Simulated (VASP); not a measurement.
Computed with revPBE GGA, VASP's PBE PAW potentials (set 64) (plane waves; VASP 6.6.1).

The input files of a VASP run:

POSCAR:
```
HgTe
1.0
  0.0000000000   3.3648734900   3.3648734900
  3.3648734900   0.0000000000   3.3648734900
  3.3648734900   3.3648734900   0.0000000000
Hg Te
1 1
direct
  0.0000000000   0.0000000000   0.0000000000
  0.2500000000   0.2500000000   0.2500000000
```

INCAR:
```
ALGO=Normal
EDIFF=1E-7
ENCUT=520
GGA=RE
ISIF=2
ISMEAR=-5
LASPH=T
LCHARG=T
LMAXMIX=6
LORBIT=11
LREAL=F
LWAVE=F
NEDOS=601
NELM=100
PREC=Accurate
SYSTEM=HgTe
```

### KPOINTS
```
Automatic mesh
0
Gamma
11 11 11
0 0 0
```

POTCAR, in this order: Hg Te (PBE.64 set). Program: vasp_std.

Unless said otherwise, spin-orbit coupling is left out, though it shifts the bands of the heavy elements here.

Q: What does the run give for the energy per atom (σ→0), band gap (on the k-mesh)?

A: 
- energy per atom (σ→0) = -146.5 kJ/mol-atom
- band gap (on the k-mesh) = none (metal, semimetal or under 0.01 eV)

### OSZICAR
```
...
DAV:   9    -0.303641707085E+01   -0.36177E-03   -0.97004E-04  1751   0.352E-01    0.104E-01
DAV:  10    -0.303650998664E+01   -0.92916E-04   -0.12977E-04  1536   0.105E-01    0.507E-02
DAV:  11    -0.303655813505E+01   -0.48148E-04   -0.87702E-05  1566   0.685E-02    0.286E-02
DAV:  12    -0.303655804403E+01    0.91015E-07   -0.54482E-06  1781   0.180E-02    0.172E-02
DAV:  13    -0.303655842544E+01   -0.38141E-06   -0.17378E-06  1526   0.825E-03    0.561E-03
DAV:  14    -0.303655859799E+01   -0.17255E-06   -0.53827E-07  1696   0.693E-03    0.490E-03
DAV:  15    -0.303655867097E+01   -0.72978E-07   -0.39895E-08  1043   0.184E-03
   1 F= -.30365587E+01 E0= -.30365587E+01  d E =0.000000E+00
```

The compound is HgTe in the zinc blende structure. It was relaxed first, which changed the volume by +13 %.
